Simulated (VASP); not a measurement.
Computed with PBE GGA, VASP's PBE PAW potentials (set 64) (plane waves; VASP 6.6.1).

The input files of a VASP run:

File POSCAR:
```
CoAl
1
    2.8498343040    -0.0000000000     0.0000000000
    0.0000000000     2.8498343040     0.0000000000
   -0.0000000000    -0.0000000000     2.8498343040
Al Co
1 1
Direct
  0.5000000000   0.5000000000   0.5000000000
  0.0000000000   0.0000000000   0.0000000000
```

INCAR:
```
LMAXMIX  =  4
NELM  =  100   # most electronic steps
ISMEAR  =  1   # Methfessel-Paxton
GGA  =  PE   # PBE
EDIFF  =  1E-7   # SCF stop (eV)
LWAVE  =  .FALSE.
EDIFFG  =  -0.01
SYSTEM  =  CoAl
ISIF  =  3   # ions, shape and volume
PSTRESS  =  100
LCHARG  =  .FALSE.
PREC  =  Accurate
LREAL  =  .FALSE.
IBRION  =  2   # conjugate gradients
ENCUT  =  480   # plane-wave cut-off (eV)
LASPH  =  .TRUE.
NSW  =  40
SIGMA  =  0.1   # width (eV)
ALGO  =  Normal   # blocked Davidson
```

### KPOINTS
```
Automatic mesh
0
Gamma
12 12 12
0 0 0
```

POTCAR, in this order: Al Co (PBE.64 set). Program: vasp_std.

Task: What will the output report for the number of irreducible k-points (NKPTS), number of bands (NBANDS), largest plane-wave count, number of space-group operations, FFT grid (NGX, NGY, NGZ)?

Result: 
- number of irreducible k-points (NKPTS) = 84
- number of bands (NBANDS) = 10
- largest plane-wave count = 568
- number of space-group operations = 48
- FFT grid (NGX, NGY, NGZ) = 20 × 20 × 20

The compound is CoAl in the CsCl type structure. This run relaxes it under an external pressure of 10 GPa. Symmetry was kept, so distortions that lower it aren't found. The run is not spin-polarised, so no magnetic state was tried.
